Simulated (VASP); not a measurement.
Crystal: Pd.

```
Pd
1.0
     0.00000    1.94000    1.94000
     1.94000    0.00000    1.94000
     1.94000    1.94000    0.00000
Pd
1
Cartesian
  0.0000 0.0000 0.0000
```

The cell was built by a generator and needn't be a form met in nature.

```yaml
Program: VASP 6.6.1
Task: relaxation of cell and atoms
Functional: r2SCAN
Potentials_or_basis: VASP PAW PBE potentials, release 64 (Pd)
Cutoff: 600 eV
k_mesh: 18 × 18 × 18
Occupations: methfessel-paxton, width 0.1 eV
Spin: no spin polarisation
```

At the start: pressure 4.8 GPa; volume 14.60 Å³/atom.

**Question.** Where does the relaxation end?

**Answer.** Over 6 steps the energy falls by 5.3 meV/atom and the volume is 14.96 Å³/atom (+2.4 %); space group Fm-3m (No. 225, to 0.05 Å).

The path:
| step | energy change (eV) | largest force (eV/Å) | pressure (GPa) | volume (Å³) |
| --- | --- | --- | --- | --- |
| 1 | 0.0000 | 0.0000 | 4.85 | 14.60 |
| 2 | 0.0076 | 0.0000 | -6.62 | 15.56 |
| 3 | -0.0053 | 0.0000 | 0.06 | 14.96 |
| 4 | -0.0052 | 0.0000 | -0.14 | 14.97 |
| 5 | -0.0052 | 0.0000 | 0.24 | 14.95 |
| 6 | -0.0053 | 0.0000 | 0.02 | 14.96 |

Final structure:
```cif
data_structure
_symmetry_space_group_name_H-M 'P 1'
_symmetry_Int_Tables_number 1
_cell_length_a 2.7656
_cell_length_b 2.7656
_cell_length_c 2.7656
_cell_angle_alpha 60.000
_cell_angle_beta 60.000
_cell_angle_gamma 60.000
_cell_volume 14.96
loop_
_atom_site_label
_atom_site_type_symbol
_atom_site_fract_x
_atom_site_fract_y
_atom_site_fract_z
_atom_site_occupancy
Pd1 Pd 0.00000 0.00000 0.00000 1
```

Caveat: the PAW data sets were made with another functional, which shifts forces and pressure a little.
